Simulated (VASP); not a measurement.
Given:

```
CELL_PARAMETERS angstrom
      3.83178     0.00000     0.00000
     -1.91589     3.31842     0.00000
      0.00000     0.00000     6.32398
ATOMIC_POSITIONS crystal
  Si 0.33333 0.66667 0.00045
  Si 0.66667 0.33333 0.50045
  Ge 0.33333 0.66667 0.37455
  Ge 0.66667 0.33333 0.87455
```

All values below come from PBEsol GGA, VASP's PBE PAW potentials (set 64) (plane waves; VASP). Run with 500 eV cut-off, 7×7×4 Γ-centred mesh, Gaussian smearing of 0.050 eV, potentials Si Ge_d.

### Question
What does the run give for the energy per atom (σ→0), pressure?

### Answer

```json
{
 "energy per atom (σ→0)": "-5.295 eV/atom",
 "pressure": "49.2 kbar"
}
```

Total energies compare only between runs with the same potentials, cut-off and functional.

The structure was generated: SiGe was put into the wurtzite type (P6_3mc), which need not be its known phase. It was relaxed first under an external pressure of 5 GPa.
